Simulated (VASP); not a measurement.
```
CELL_PARAMETERS angstrom
     -1.90160     1.90160     4.84891
      1.90160    -1.90160     4.84891
      1.90160     1.90160    -4.84891
ATOMIC_POSITIONS crystal
  Ti 0.75000 0.25000 0.50000
  Ti 0.00000 0.00000 0.00000
  O  0.54334 0.04334 0.50000
  O  0.79334 0.79334 0.00000
  O  0.20666 0.20666 0.00000
  O  0.95666 0.45666 0.50000
```

Calculation: PW91 GGA, VASP's PBE PAW potentials (set 64) (plane waves; VASP 6.6.1). Run with 520 eV cut-off, Gaussian smearing of 0.050 eV, potentials Ti_sv O.

### Question
What does the run give for the band gap (along the path) with the smallest direct gap where there is one?

### Answer

- band gap (along the path) = 2.08 eV
- smallest direct gap (along the path) = 2.39 eV

The compound is TiO2 in the anatase structure, one of several forms; rutile is the usual stable one. It was relaxed first.
